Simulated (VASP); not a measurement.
All values below come from PBE GGA, VASP's PBE PAW potentials (set 64) (plane waves; VASP).

VASP ran on this input.

KPOINTS:
```
Automatic mesh
0
Gamma
1 1 1
0 0 0
```

POSCAR:
```
Tl atom
1
   12.0000000000     0.0000000000     0.0000000000
    0.0000000000    12.5000000000     0.0000000000
    0.0000000000     0.0000000000    13.0000000000
Tl
1
Direct
  0.0000000000   0.0000000000   0.0000000000
```

**INCAR**
```
! general
SYSTEM   =  Tl atom
PREC     =  Normal
ENCUT    =  520
LREAL    =  F
LASPH    =  T
ISYM     =  0

! electronic loop
EDIFF    =  1E-6
NELM     =  200
ALGO     =  All
LMAXMIX  =  4

! smearing
ISMEAR   =  0
SIGMA    =  0.01

! functional
GGA      =  PE

! spin
ISPIN    =  2
MAGMOM   =  1
NUPDOWN  =  1

! output
LWAVE    =  F
LCHARG   =  F
LORBIT   =  10
```

POTCAR, in this order: Tl_d (PBE.64 set). Program: vasp_gam. Read from the step before: WAVECAR.

The resulting files:

### OSZICAR
```
       N       E                     dE             d eps       ncg     rms           ort
SDA:   1    -0.221729268437E+00   -0.22173E+00    0.00000E+00    11   0.556E-07   0.000E+00
CGA:   2    -0.221729284095E+00   -0.15658E-07   -0.15412E-07    11   0.940E-08   0.480E-08
   1 F= -.22172928E+00 E0= -.22172928E+00  d E =-.517421E-31  mag=     1.0000
```

File OUTCAR:
```
------------------------ aborting loop because EDIFF is reached ----------------------------------------
  FORCE on cell =-STRESS in cart. coord.  units (eV):
  Direction    XX          YY          ZZ          XY          YZ          ZX
  --------------------------------------------------------------------------------------
  Total       -0.0146470     -0.0162687      0.0031216      0.0000008     -0.0001001     -0.0000238
  in kB       -0.0120344     -0.0133669      0.0025648      0.0000006     -0.0000823     -0.0000196
  external PRESSURE =      -0.0076122 kB  Pullay stress =       0.0000000 kB
  volume of cell :     1950.00
      direct lattice vectors                 reciprocal lattice vectors
    12.000000000  0.000000000  0.000000000     0.083333333  0.000000000  0.000000000
     0.000000000 12.500000000  0.000000000     0.000000000  0.080000000  0.000000000
     0.000000000  0.000000000 13.000000000     0.000000000  0.000000000  0.076923077
 POSITION                                       TOTAL-FORCE (eV/Angst)
 -----------------------------------------------------------------------------------
      0.00000      0.00000      0.00000        -0.000000      0.000000      0.000000
 -----------------------------------------------------------------------------------
    total drift:                               -0.000000      0.000000      0.000000
  FREE ENERGIE OF THE ION-ELECTRON SYSTEM (eV)
  ---------------------------------------------------
  free  energy   TOTEN  =        -0.2217292841 eV

  energy  without entropy=       -0.2217292841  energy(sigma->0) =       -0.22172928

 total charge

# of ion       s       p       d       tot
------------------------------------------
    1        1.253   0.228   9.645  11.126

 magnetization (x)

# of ion       s       p       d       tot
------------------------------------------
    1       -0.008   0.228  -0.006   0.214
```
(Selected blocks of OUTCAR.)

### OUTCAR
```
 val. band max:       -2.4926352786   @ k =   0.0000   0.0000   0.0000

 cond. band min:      -2.3278359662   @ k =   0.0000   0.0000   0.0000


 Fermi energy:        -2.4107376073

 spin component 1

 k-point     1 :       0.0000    0.0000    0.0000
  band No.  band energies     occupation
      1     -15.4805      1.00000
      2     -15.4805      1.00000
      3     -15.2555      1.00000
      4     -15.2555      1.00000
      5     -15.1708      1.00000
      6      -9.5285      1.00000
      7      -2.4926      1.00000
      8      -2.3278      0.00000
      9      -2.3269      0.00000
     10      -0.5262      0.00000
     11       0.5119      0.00000

 Fermi energy:        -9.0172859819

 spin component 2

 k-point     1 :       0.0000    0.0000    0.0000
  band No.  band energies     occupation
      1     -15.4630      1.00000
      2     -15.4630      1.00000
      3     -15.1399      1.00000
      4     -15.1399      1.00000
      5     -15.0499      1.00000
      6      -9.0991      1.00000
      7      -2.0093      0.00000
      8      -2.0086      0.00000
      9      -1.4436      0.00000
     10      -0.0123      0.00000
     11       0.8995      0.00000
```

The atom may not be in its lowest state. Unless said otherwise, spin-orbit coupling is left out, though it shifts the bands of the heavy elements here.

The cell is a free atom in a box.
